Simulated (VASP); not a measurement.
Input:

```
CELL_PARAMETERS angstrom
      1.23022    -2.13080     0.00000
      1.23022     2.13080     0.00000
      0.00000     0.00000     6.61419
ATOMIC_POSITIONS crystal
  C  0.00000 0.00000 0.25000
  C  0.00000 0.00000 0.75000
  C  0.33333 0.66667 0.25000
  C  0.66667 0.33333 0.75000
```

Level of theory: PBE GGA with D4 dispersion, VASP's PBE PAW potentials (set 64) (plane waves; VASP). Run with 520 eV cut-off, 11×11×4 Γ-centred mesh, tetrahedra with Blöchl corrections, potentials C.

The cores are frozen, which limits the accuracy of field gradients.

Question: Give the principal components of the electric field gradient (V/Å²) and the asymmetry η at each nucleus.

Answer: 
```
atom    Vxx    Vyy   Vzz     η
----  -----  -----  ----  ----
C1    -15.9  -15.9  31.8  0.00
C2    -15.9  -15.9  31.8  0.00
C3    -14.9  -14.9  29.8  0.00
C4    -14.9  -14.9  29.8  0.00
```

The compound is C in the graphite structure. It was relaxed first.
